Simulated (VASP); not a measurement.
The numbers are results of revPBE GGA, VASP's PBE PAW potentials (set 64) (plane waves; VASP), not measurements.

A VASP calculation is set up with these files.

INCAR:
```
SYSTEM = SiC
PREC = Accurate
ENCUT = 520
EDIFF = 1E-7
NELM = 100
ALGO = Normal
LREAL = .FALSE.
LASPH = .TRUE.
ISMEAR = 0
SIGMA = 0.05
GGA = RE
LWAVE = .FALSE.
LCHARG = .FALSE.
LORBIT = 11
ICHARG = 11
```

**KPOINTS**
```
k-points along high-symmetry lines
15
Line-mode
Reciprocal
  0.000000   0.000000   0.000000 ! GAMMA
 -0.500000  -0.500000   0.000000 ! X

 -0.500000  -0.500000   0.000000 ! X
 -0.375000  -0.375000   0.250000 ! U

 -0.375000  -0.000000   0.375000 ! K
  0.000000   0.000000   0.000000 ! GAMMA

  0.000000   0.000000   0.000000 ! GAMMA
 -0.000000  -0.000000   0.500000 ! L

 -0.000000  -0.000000   0.500000 ! L
 -0.500000  -0.250000   0.250000 ! W

 -0.500000  -0.250000   0.250000 ! W
 -0.500000  -0.500000   0.000000 ! X
```

### POSCAR
```
SiC
1
    0.0000000000     2.1968794971     2.1968794971
    2.1968794971     0.0000000000     2.1968794971
    2.1968794971     2.1968794971     0.0000000000
Si C
1 1
Direct
  0.0000000000   0.0000000000   0.0000000000
  0.2500000000   0.2500000000   0.2500000000
```

POTCAR, in this order: Si C (PBE.64 set). Program: vasp_std. Read from the step before: CHGCAR.

The run wrote:

**OUTCAR**
```
 ion  position               nearest neighbor table
   1  0.000  0.000  0.000-   2 1.90   2 1.90   2 1.90   2 1.90
   2  0.250  0.250  0.250-   1 1.90   1 1.90   1 1.90   1 1.90
  LATTYP: Found a face centered cubic cell.
 ALAT       =     4.3937589942
 Subroutine PRICEL returns:
 Original cell was already a primitive cell.
 Subroutine GETGRP returns: Found 24 space group operations
The static configuration has the point symmetry T_d .
The dynamic configuration has the point symmetry T_d .
 Subroutine INISYM returns: Found 24 space group operations
   k-points           NKPTS =     90   k-points in BZ     NKDIM =     90   number of bands    NBANDS=      8
   number of dos      NEDOS =    301   number of ions     NIONS =      2
   total plane-waves  NPLWV =  13824
   dimension x,y,z NGX =    24 NGY =   24 NGZ =   24
   dimension x,y,z NGXF=    48 NGYF=   48 NGZF=   48
   ions per type =               1   1
   PREC   = accura    normal or accurate (medium, high low for compatibility)
   ISTART =      0    job   : 0-new  1-cont  2-samecut
   ICHARG =     11    charge: 1-file 2-atom 10-const
   ISPIN  =      1    spin polarized calculation?
   LNONCOLLINEAR =      F non collinear calculations
   LSORBIT =      F    spin-orbit coupling
   INIWAV =      1    electr: 0-lowe 1-rand  2-diag
   ENCUT  =  520.0 eV  38.22 Ry    6.18 a.u.   5.78  5.78  5.78*2*pi/ulx,y,z
...
```

### OSZICAR
```
       N       E                     dE             d eps       ncg     rms          rms(c)
DAV:   1     0.635681284279E+01    0.63568E+01   -0.40077E+03  1488   0.826E+02
DAV:   2    -0.126242177518E+02   -0.18981E+02   -0.17425E+02  2176   0.982E+01
DAV:   3    -0.128946986607E+02   -0.27048E+00   -0.27048E+00  1640   0.148E+01
DAV:   4    -0.128955625995E+02   -0.86394E-03   -0.86394E-03  2400   0.879E-01
DAV:   5    -0.128955639269E+02   -0.13274E-05   -0.13274E-05  1648   0.166E-02
DAV:   6    -0.128955639310E+02   -0.40320E-08   -0.40328E-08  2272   0.809E-04
   1 F= -.12895564E+02 E0= -.12895564E+02  d E =-.460083E-17
```

File OUTCAR:
```
 val. band max:        7.9007021055   @ k =   0.0000   0.0000   0.0000

 cond. band min:       9.2836265300   @ k =  -0.5000  -0.5000   0.0000



 k-point     1 :       0.0000    0.0000    0.0000
  band No.  band energies     occupation
      1      -7.3257      2.00000
      2       7.9007      2.00000
      3       7.9007      2.00000
      4       7.9007      2.00000
      5      13.8576      0.00000
      6      15.0754      0.00000
      7      15.0754      0.00000
      8      15.0754      0.00000

 k-point     2 :      -0.0357   -0.0357    0.0000
  band No.  band energies     occupation
      1      -7.2931      2.00000
      2       7.7907      2.00000
      3       7.8350      2.00000
      4       7.8350      2.00000
      5      13.9592      0.00000
      6      14.9858      0.00000
      7      15.1708      0.00000
      8      15.1708      0.00000

 k-point     3 :      -0.0714   -0.0714    0.0000
  band No.  band energies     occupation
      1      -7.1954      2.00000
      2       7.4847      2.00000
      3       7.6501      2.00000
      4       7.6501      2.00000
      5      14.2039      0.00000
      6      14.7575      0.00000
      7      15.4441      0.00000
      8      15.4441      0.00000

 k-point     4 :      -0.1071   -0.1071    0.0000
  band No.  band energies     occupation
      1      -7.0330      2.00000
      2       7.0344      2.00000
      3       7.3759      2.00000
      4       7.3759      2.00000
      5      14.1797      0.00000
      6      14.7443      0.00000
      7      15.8630      0.00000
      8      15.8630      0.00000

 k-point     5 :      -0.1429   -0.1429    0.0000
  band No.  band energies     occupation
      1      -6.8069      2.00000
      2       6.4886      2.00000
      3       7.0469      2.00000
      4       7.0469      2.00000
      5      13.7210      0.00000
      6      14.9973      0.00000
      7      16.3895      0.00000
      8      16.3895      0.00000
...
```

The density is held fixed in this step, so its total energy and stress have no physical meaning.

The compound is SiC in the zinc blende structure. It was relaxed first.
